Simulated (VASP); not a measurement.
VASP runs on Tc (hcp) share one base input (PBE GGA, plane waves, VASP's PBE PAW potentials (set 64)) and change the settings named in each case.

**INCAR**
```
! general
SYSTEM  = Tc
PREC    = Accurate
ENCUT   = 400   ! plane-wave cut-off (eV)
LREAL   = .False.
LASPH   = .True.   ! aspherical one-centre terms

! electronic loop
EDIFF   = 1E-6   ! SCF stop (eV)
NELM    = 100   ! most electronic steps
ALGO    = Normal   ! blocked Davidson
LMAXMIX = 4

! smearing
ISMEAR  = 1
SIGMA   = 0.1   ! width (eV)

! functional
GGA     = PE   ! PBE

! ions
ISIF    = 2

! output
LWAVE   = .False.
LCHARG  = .False.
```

**KPOINTS**
```
Automatic mesh
0
Gamma
14 14 8
0 0 0
```

### POSCAR
```
Tc
1
    1.3700000000    -2.3729100000     0.0000000000
    1.3700000000     2.3729100000     0.0000000000
    0.0000000000     0.0000000000     4.3900000000
Tc
2
Direct
  0.3333330000   0.6666670000   0.2500000000
  0.6666670000   0.3333330000   0.7500000000
```

POTCAR, in this order: Tc_pv (PBE.64 set). Program: vasp_std.

| change | E(σ→0) (eV/atom) | pressure (GPa) | −TS (eV) |
|---|---|---|---|
| base run | -10.3491 | 1.63 | -0.0012 |
| SIGMA = 0.02 | -10.3488 | 1.60 | -0.0001 |
| ISMEAR = 0, SIGMA = 0.3 | -10.3494 | 2.05 | -0.0906 |
| ISMEAR = 0, SIGMA = 0.05 | -10.3490 | 1.63 | -0.0033 |
| ISMEAR = 2, SIGMA = 0.05 | -10.3489 | 1.59 | -0.0004 |
| ISMEAR = 0, SIGMA = 0.02 | -10.3489 | 1.60 | -0.0007 |
| SIGMA = 0.5 | -10.3486 | 1.69 | 0.0101 |
| ISMEAR = -5, SIGMA removed | -10.3490 | 1.78 | 0.0000 |
| ISMEAR = -4, SIGMA removed | -10.3186 | 2.28 | 0.0000 |

Left out are runs that ran out of time, are held back, or changed the cell or the kind of run, fixed moments of cells without a moment, rows past the twelfth, gaps on odd meshes, pressures of charged cells and columns that move by less than the noise.

The compound is Tc in the hcp structure. The cell was not relaxed at this level.
